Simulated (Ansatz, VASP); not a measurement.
## Two plane-wave programs on PtPbS3

```
Pt Pb S
1.0
     4.78556    0.00000    0.00000
     0.00000    4.78556    0.00000
     0.00000    0.00000    4.78556
Pt Pb S
1 1 3
Direct
  0.00000 0.00000 0.00000
  0.50000 0.50000 0.50000
  0.50000 0.00000 0.00000
  0.00000 0.50000 0.00000
  0.00000 0.00000 0.50000
```

Alike in both runs: functional PBE; k mesh 4 × 4 × 4; occupations gaussian, width 0.1 eV; no spin polarisation.

Ansatz relaxed the structure, and its values are those at the end. VASP's run is a single point on that final structure, the one shown.

```csv
,VASP,Ansatz
version,VASP 6.6.1,Ansatz 0.2.0
potentials or method,"VASP PAW PBE potentials, release 64 (Pt, Pb_d, S)","scalar-relativistic, plane waves, PAW"
plane-wave cutoff (eV),520,420
valence electrons in the cell,42,50
```

Ansatz gave:

| Property | Result |
| --- | --- |
| gap on the k mesh at the Fermi level (eV) | none |
| pressure (GPa) | 0.0 |

What did VASP give for the same quantities?

gap on the k mesh at the Fermi level (eV): none; pressure (GPa): -0.2.

A gap of «none» marks a metal or a gap that the smearing closes. The two sets of potentials don't hold the same shells in valence.

The runs have no spin-orbit coupling, so splittings on Pb, Pt are missing.
